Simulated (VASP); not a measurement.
Given:

```yaml
crystal:
  lattice:
    - [0.00000, 2.65157, 2.65157]
    - [2.65157, 0.00000, 2.65157]
    - [2.65157, 2.65157, 0.00000]
  atoms:
    - { symbol: Yb, position: [0.00000, 0.00000, 0.00000] }
```

Method: SCAN meta-GGA, VASP's PBE PAW potentials (set 64) (plane waves; VASP). Run with 520 eV cut-off, 11×11×11 Γ-centred mesh, first-order Methfessel-Paxton smearing of 0.10 eV, potentials Yb_2.

The 4f electrons are frozen in the core of the lanthanide potential, so 4f levels, which can set the real gap, and their magnetism are missing.

Question: What does the run give for the energy per atom (σ→0)?

Answer: 
```json
{
  "energy per atom (σ→0)": "-50.535 eV/atom"
}
```

The compound is Yb in the fcc structure. It was relaxed first, which changed the volume by -9 %. The start is the result of an earlier pass.
